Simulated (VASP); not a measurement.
Energy against volume of ZnS (wurtzite). Method: r2SCAN+rVV10, VASP's PBE PAW potentials (set 64) (plane waves; VASP). Run with 520 eV cut-off, 7×7×4 Γ-centred mesh, Gaussian smearing of 0.050 eV, potentials Zn S.

Shape and ions are relaxed at each volume.

```tsv
V (Å³/atom)	E (eV/atom)
18.239	-9.15800
18.821	-9.17277
19.403	-9.17721
19.985	-9.17274
```

### Question
Fit these four points and predict the energy of the run at 20.567 Å³/atom.

### Answer
A cubic in V^(−2/3), the third-order Birch-Murnaghan form, passes through the four points with V0 = 19.39 Å³/atom and B0 = 82 GPa, and gives -9.1606 eV/atom there. The run gave -9.1607 eV/atom, -0.2 meV/atom from the fit; all five points give B0 = 81 GPa.

The compound is ZnS in the wurtzite structure, the high-temperature form. It was relaxed first.
